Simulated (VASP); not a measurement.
The system is H2, in a box.

```xyz
2
Lattice="10.0000 0.0000 0.0000 0.0000 10.0000 0.0000 0.0000 0.0000 10.0000" Properties=species:S:1:pos:R:3 pbc="T T T"
H     5.0000    5.0000    4.4400
H     5.0000    5.0000    5.5600
```

Program: VASP 6.6.1. Alike in all runs: task single point; potentials or basis VASP PAW PBE potentials, release 64 (H); no spin polarisation; cell as given; k mesh 1 × 1 × 1; cutoff (eV) 450; smearing gaussian 0.02 eV.

Q: Order these runs on this cell by their band gap on the k mesh, lowest first.
A. level HSE06; grid for exact exchange (PRECFOCK) Fast; screening parameter 0.2 1/A
B. level r2SCAN
C. level PBE+D3(BJ)

A: C (7.58 eV), B (8.28 eV), A (9.03 eV).

